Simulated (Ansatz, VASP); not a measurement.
# Hf (Hafnium) in two plane-wave programs, part 2 of 2

One calculation is typed for both programs; each brings its own data sets. How far apart do they land? The cell is taken from a series of runs on this material, whose earlier steps may have relaxed, scaled, displaced or heated it; both programs get it as it stands.

VASP 6.6.1 and Ansatz 0.2.0.

So far: The structure; VASP: zone-centre phonons, PBEsol.

### Step 3. Ansatz: zone-centre phonons, PBEsol

Level of this step: Ansatz beside VASP: Kohn-Sham DFT, plane waves, PBEsol (Ansatz).

Ansatz runs on its PAW soft_1 files.

The same cell, functional, mesh and smearing now go to Ansatz, which takes its cutoff from its data sets.

Input file input.yaml:

```yaml
crystal:
  lattice:
    - [3.0972136417, 0.0, 0.0]
    - [-1.5486068209, 2.6822656946, 0.0]
    - [0.0, 0.0, 5.069856391]
  atoms:
    - { symbol: Hf, position: [0.3333333333, 0.6666666667, 0.25] }
    - { symbol: Hf, position: [0.6666666667, 0.3333333333, 0.75] }
kpoints:
  mp_grid: { grid: [15, 15, 8] }
hamiltonian:
  xc: pbesol
  pseudopotentials: { kind: paw, azcp: { folder: soft_1 }, xc_functional: pbe }
scf:
  occupations: { method: methfessel_paxton, width: 0.2 }
output:
  eigenvalues: true
phonons:
  method: dfpt
```

Run with:

```
$ ansatz run input.yaml --threads 4 --pin off --max-ram 10240MiB --backend cpu --events-out ev --progress --plain --runs-dir out
```

Numbers of over 12 decimals in the logs are rounded to 6 here.

The program printed:

```text
zone centre: on kpoints.mp_grid the ground state, and the responses unless they are solved on pairs of k-points, stand on 320 of the mesh's 1800 k-points, reduced under 4 symmetry operations, with k and −k counted as one. Each operation leaves every solved displacement unchanged or reverses it
Engine: ansatz 0.2.0, x86_64-unknown-linux-gnu
Pseudopotentials: kind: paw
Pseudopotential: Hf, paw, valence charge 26, recommended cutoff 420 eV (normal), soft_1/Hf.paw.azcp
Functional definition: PBEsol
  exchange = pbesol_x
  correlation = pbesol_c
Crystal: 2 atoms, lattice volume = 42.118 Å³
Basis set: ecut = 420 eV, 809 PW (Γ), exchange–correlation on 48×48×72 points (8 copies of the dense FFT grid, shifted against one another)
Bands: 32, of which v1, the nominal top of the filled ones, is band 26 counted from 1 (25 counted from 0)
Symmetry: 24 space group operations
k-points: 320 of 1800 (irreducible under 4 space group operations, time reversal used)
Non-local potential: Hf, projectors of the file, l = 0: 3, l = 1: 2, l = 2: 2, l = 3: 3
PAW form: soft (Blöchl's): semilocal exchange-correlation on the pseudo side does not see the compensation charge
PAW frozen core: Hf, regenerated for the run's functional, and the local potential with it (the file was generated under x = pbe(κ = 0.804, μ = 0.219515), c = pbe(β = 0.066725))
PAW one-centre angular grid: Hf, 590 points (default); XC on 64 Gauss nodes
Initial density: superposition of atomic densities (chi_scale 0.1, normalization cell)
Initial wavefunctions: pseudopotential atomic-orbital guess
Functional: x = pbesol(κ = 0.804, μ = 0.123457), c = pbesol(β = 0.046)
SCF iter   1: F=—  HF=-31197.821661 eV  |F-HF|=—  |Δ(HF+E_count)|=         —  Δρ=3.64e-2  dr2=6.48e-1  ethr=3.10e-3  ⟨swp⟩=4.7  Hψ=34609  notcnv=0
preconditioner: auto → Kerker (q_TF=auto, 2.826 Å⁻¹)  [metal: Δε(μ)=0.001 eV  Ē_g=16.902 eV  σ=0.200 eV  W_gap=0.01  n_scr=22 (ndim 8)  ℏωp=39.6 eV  f_vac=0.000  D(μ)=1.37/eV (n_scr^D=8)]
SCF iter   2: F=—  HF=-31197.676964 eV  |F-HF|=—  |Δ(HF+E_count)|=   1.45e-1  S|Δr|=    0.00e0  Δρ=2.25e-2  dr2=2.46e-1  ethr=1.25e-3  ⟨swp⟩=3.0  Hψ=20178  notcnv=0  defer=142
SCF iter   3: F=—  HF=-31197.626517 eV  |F-HF|=—  |Δ(HF+E_count)|=   5.04e-2  S|Δr|=    0.00e0  Δρ=9.86e-3  dr2=4.77e-2  ethr=4.73e-4  ⟨swp⟩=2.0  Hψ=15888  notcnv=0  defer=146
SCF iter   4: F=—  HF=-31197.579773 eV  |F-HF|=—  |Δ(HF+E_count)|=   4.67e-2  S|Δr|=    0.00e0  Δρ=3.07e-3  dr2=1.86e-3  ethr=9.17e-5  ⟨swp⟩=2.0  Hψ=18422  notcnv=0  defer=146
SCF iter   5: F=—  HF=-31197.580859 eV  |F-HF|=—  |Δ(HF+E_count)|=   1.09e-3  S|Δr|=    0.00e0  Δρ=6.25e-4  dr2=1.44e-4  ethr=3.57e-6  ⟨swp⟩=2.1  Hψ=13752  notcnv=0  defer=146
SCF iter   6: F=—  HF=-31197.580988 eV  |F-HF|=—  |Δ(HF+E_count)|=   1.29e-4  S|Δr|=    0.00e0  Δρ=1.23e-4  dr2=4.33e-6  ethr=2.76e-7  ⟨swp⟩=2.0  Hψ=18449  notcnv=0  defer=146
SCF iter   7: F=—  HF=-31197.580996 eV  |F-HF|=—  |Δ(HF+E_count)|=   7.81e-6  S|Δr|=    0.00e0  Δρ=2.72e-5  dr2=2.65e-7  ethr=8.33e-9  ⟨swp⟩=2.2  Hψ=18714  notcnv=0  defer=165
SCF iter   8: F=—  HF=-31197.580996 eV  |F-HF|=—  |Δ(HF+E_count)|=   3.55e-9  S|Δr|=    0.00e0  Δρ=5.27e-6  dr2=9.88e-9  ethr=5.10e-10  ⟨swp⟩=3.4  Hψ=18984  notcnv=0  defer=166
SCF iter   9: F=—  HF=-31197.580996 eV  |F-HF|=—  |Δ(HF+E_count)|=   1.52e-9  S|Δr|=    0.00e0  Δρ=8.35e-7  dr2=2.11e-10  ethr=1.90e-11  ⟨swp⟩=2.9  Hψ=18097  notcnv=2  defer=166
SCF iter  10: F=—  HF=-31197.580996 eV  |F-HF|=—  |Δ(HF+E_count)|=  1.96e-10  S|Δr|=    0.00e0  Δρ=2.32e-7  dr2=1.32e-11  ethr=1.00e-12  ⟨swp⟩=1.7  Hψ=11217  notcnv=2  defer=166
SCF iter  11: F=-31197.580996 eV  HF=-31197.580996 eV  |F-HF|=3.64e-12  |Δ(HF+E_count)|=  5.82e-11  S|Δr|=    0.00e0  Δρ=4.40e-8  dr2=2.78e-13  ethr=1.00e-12  ⟨swp⟩=4.3  Hψ=82574  notcnv=0
SCF 1 converged in 11 iterations: F = -31197.580996 eV  dr2 = 2.78e-13
  Residual-converged pass: ⟨swp⟩=1.3  Hψ=12178  notcnv=0  max |occ|·‖R‖ = 7.1e-9 eV (tolerance 1.0e-8 eV)  dr2=2.78e-13  dr2_onsite=7.78e-13  max |Δocc| = 5.4e-13
  greatest PAW one-centre occupation: 0.998 electrons in one spin orbital (limit 2), on the Hf atom at site 1 (counted from 0), in its partial waves of l = 0
DFPT response loops at Γ: preconditioner auto → Kerker (q_TF=auto, 2.826 Å⁻¹) (partly filled bands, converged f_vac=0.000); β = 1.00, the filter's whole step (`scf.mixing.beta` (0.50) is not read by the response loops under this deck's `scf.mixing.preconditioner`; to damp them name `kerker` or `kerker_dos`, under which they read `scf.mixing.beta`, and type it under 1.00, their step now; both keys bind the ground state too); Broyden in place of MSR1
SCF converged after 11 iterations
Stability not checked: this state was not tested for a lower state beside it, because cold or Methfessel-Paxton smearing, or corrected tetrahedra, fill the levels in a way that the test cannot read (fill_not_monotonic; see scf.lower_state_search)
Free energy (F): -31197.580996 eV
Harris-Foulkes:  -31197.580996 eV  (|F-HF|=3.64e-12)
Internal energy: -31197.583648 eV  (E = F + TS)
E sigma→0 (E₀):  -31197.581659 eV
Entropy (-TS):   0.002652 eV (1.326 meV/atom)
Fermi energy:    19.246356 eV
--- Per-component energies (eV) ---
  E_band       = 45.498566
  E_kinetic    = 823.193197
  E_local      = -12306.510931  (includes V_loc(G=0)·N_el)
  E_nonlocal   = 129.035272
  E_hartree    = 6016.863201
  E_xc         = -530.772756
  E_vxc        = -511.194322  (∫ρ·V_xc dr)
  E_paw        = -15151.260121  (= ΣΔE_a)
  E_vpaw       = -122.751247  (= ΣTr[D̂ρ^β])
  E_aug_tail   = 0.000194  (compensation charges beyond the density's cutoff)
  E_ewald      = -10180.633816
  E_core_change = 2.502112  (= ΣΔE_core)
  E_smearing   = 0.002652  (= −TS)
  E_closure    = 0.000000  (closes the sum)
  Σ components = -31197.580996   (vs F -31197.580996, Δ=0.00e0)
--- Band table (eV; the first three rows and the last of 320) ---
  k-point 0: bands = [... 22 lower, 11.6522, 15.2493, 19.8444, 20.3636, 20.4856, 20.4856, 21.2806, 21.2806, ... 2 higher]
  k-point 1: bands = [... 22 lower, 11.7992, 15.1788, 19.6396, 20.2456, 20.4250, 20.4250, 21.1763, 21.1763, ... 2 higher]
  k-point 2: bands = [... 22 lower, 12.2228, 14.9143, 19.2564, 19.9330, 20.3338, 20.3338, 20.9263, 20.9263, ... 2 higher]
  k-point 319: bands = [... 22 lower, 16.2447, 16.2447, 18.4272, 18.4272, 19.2428, 19.2428, 21.5371, 21.5371, ... 2 higher]
--- Phonons (Γ-DFPT): 2 representative perturbations + reference, on 320 of 1800 k-points (Σ response iterations 6) ---
  k mesh reduced under 4 symmetry operations, with k and −k counted as one. Each operation leaves every solved displacement unchanged or reverses it
  ASR residual: 2.948e-5 → 0.000e0 eV/Å²; symmetrization residual: 1.206e-9 eV/Å²
  ASR residual per site (eV/Å²): 2.95e-5 2.95e-5
  Γ frequencies (cm⁻¹): 0.00 0.00 0.00 72.11 72.11 108.63
  non-analytic LO–TO correction: not included (Born effective charges unavailable; polar crystals: no LO–TO splitting at Γ)
```

In the SCF lines HF is the Harris–Foulkes energy and dr2 the Hartree energy of the density residual, in eV; the loop may stop once dr2 is under the threshold and the program's other checks hold. Hψ counts applications of the Hamiltonian.

### Step 4. Differences

Known differences besides the potentials themselves: the data sets hold 52 valence electrons in Ansatz (on its PAW soft_1 files) and 20 in VASP; the cutoff is 420 eV in Ansatz and 500 eV in VASP; Ansatz makes its cores anew for this functional, VASP keeps those of its PBE data sets. Total energies have different zeros and are not compared.

Both answers:

```tsv
quantity	Ansatz	VASP	difference
optical mode 1 to 2 (cm⁻¹)	72.1	72.3	-0.30 %
optical mode 3 (cm⁻¹)	108.6	106.7	+1.80 %
```

Modes are paired by rising frequency, not by their patterns, so a pair may set unlike modes beside each other; they are those without the splitting of longitudinal modes.

### Step 5. Outcome

```json
{
 "r.m.s. difference of the optical zone-centre modes, each program's sorted by frequency (zone-centre phonons, PBEsol)": "1.1 cm⁻¹",
 "difference in optical mode 3 (zone-centre phonons, PBEsol)": "+1.8 %"
}
```

In words: The r.m.s. difference of the optical zone-centre modes, each program's sorted by frequency is 1.1 cm⁻¹ (zone-centre phonons, PBEsol). The data sets hold unlike numbers of valence electrons (52 in Ansatz and 20 in VASP), so part of the differences comes from the potentials. Among the rows given in per cent, the largest difference of the zone-centre phonons, PBEsol pair is in optical mode 3, +1.8 %. Such differences can come from data sets, numerical settings and the points named under the comparisons, not from the functional's error against experiment.

[Lines on the potential files, build, host, timing and source positions are cut from VASP's logs without a mark.]

[Logs are printed without paths, hosts, clocks, repeated set-up lines and the standing remarks that a program may print on its own settings, such as how far it seeks lower states.]

[Hosts, paths, dates, database ids (printed as entryN), source tags and the programs' standing remarks are cut or masked in the printed files.]
